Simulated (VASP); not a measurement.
Input:

```xyz
2
Lattice="0.0000 2.7874 2.7874 2.7874 0.0000 2.7874 2.7874 2.7874 0.0000" Properties=species:S:1:pos:R:3 pbc="T T T"
Yb     2.7874     2.7874     2.7874
S      0.0000     0.0000     0.0000
```

Calculation: SCAN meta-GGA, VASP's PBE PAW potentials (set 64) (plane waves; VASP). Run with 400 eV cut-off, 7×7×7 Γ-centred mesh, Gaussian smearing of 0.050 eV, potentials Yb_2 S.

The 4f electrons are frozen in the core of the lanthanide potential, so 4f levels, which can set the real gap, and their magnetism are missing.

Q: What does the run give for the energy per atom (σ→0)?

A: 
```
Property                         Value
---------------------  ---------------
energy per atom (σ→0)  -32.684 eV/atom
```

The absolute energy has meaning only against runs of the same code, potentials and settings.

The structure comes from a measured YbS entry (Fm-3m) of the Crystallography Open Database, whose conditions weren't checked. It was relaxed first, which changed the volume by -5 %. The start is the result of an earlier pass.
